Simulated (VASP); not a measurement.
Data:

```yaml
crystal:
  lattice:
    - [4.28548, 2.13925, 2.13925]
    - [2.13925, 4.28548, 2.13925]
    - [2.13925, 2.13925, 4.28548]
  atoms:
    - { symbol: Ni, position: [0.00000, 0.00000, 0.00000], spin: 1.4 }
    - { symbol: Ni, position: [0.50000, 0.50000, 0.50000], spin: -1.4 }
    - { symbol: O, position: [0.25000, 0.25000, 0.25000] }
    - { symbol: O, position: [0.75000, 0.75000, 0.75000] }
```

Level of theory: vdW-DF2, VASP's PBE PAW potentials (set 64) (plane waves; VASP). Numerical set-up: 520 eV cut-off, Gaussian smearing of 0.050 eV, potentials Ni O.

Question: Give the spin-up energies of bands 6 to 19 at the high-symmetry points, in eV from the valence-band maximum.

Answer: 
```csv
band,Γ,T,H2,L,S0,F
6,-1.85,-3.88,-4.61,-4.11,-4.53,-4.25
7,-1.85,-3.10,-4.03,-4.08,-4.10,-3.00
8,-1.83,-3.10,-3.86,-3.47,-3.88,-2.98
9,-1.68,-1.58,-1.30,-1.72,-1.29,-2.28
10,-1.68,-1.58,-1.21,-1.20,-1.17,-1.30
11,-1.60,-1.20,-1.14,-0.99,-1.15,-1.11
12,-1.31,-0.80,-0.82,-0.88,-0.82,-0.83
13,-1.31,-0.80,-0.52,-0.43,-0.53,-0.79
14,-0.59,-0.64,-0.48,-0.39,-0.51,-0.40
15,-0.59,0.00,-0.28,-0.24,-0.32,-0.35
16,-0.38,0.00,-0.23,-0.23,-0.22,-0.25
17,2.02,1.59,1.58,1.56,1.60,2.07
18,2.02,1.59,1.67,1.57,1.66,2.12
19,2.18,4.80,8.61,7.79,8.64,6.45
```

Question: Give the spin-down energies of bands 6 to 19 at the high-symmetry points, in eV from the valence-band maximum.

Answer: 
```
band      Γ      T     H2      L     S0      F
----  -----  -----  -----  -----  -----  -----
6     -1.85  -3.88  -4.61  -4.11  -4.53  -4.25
7     -1.85  -3.10  -4.03  -4.08  -4.10  -3.00
8     -1.83  -3.10  -3.86  -3.47  -3.88  -2.98
9     -1.68  -1.58  -1.30  -1.72  -1.29  -2.28
10    -1.68  -1.58  -1.21  -1.20  -1.17  -1.30
11    -1.60  -1.20  -1.14  -0.99  -1.15  -1.11
12    -1.31  -0.80  -0.82  -0.88  -0.82  -0.83
13    -1.31  -0.80  -0.52  -0.43  -0.53  -0.79
14    -0.59  -0.64  -0.48  -0.39  -0.51  -0.40
15    -0.59   0.00  -0.28  -0.24  -0.32  -0.35
16    -0.38   0.00  -0.23  -0.23  -0.22  -0.25
17     2.02   1.59   1.58   1.56   1.60   2.07
18     2.02   1.59   1.67   1.57   1.66   2.12
19     2.18   4.80   8.61   7.79   8.64   6.45
```

The gap is indirect, 1.27 eV, from the valence maximum at T to the conduction minimum at Γ-S0 at 0.73.

The compound is NiO in the rock salt, AFM-II order structure. It was relaxed first, which changed the volume by +8 %.
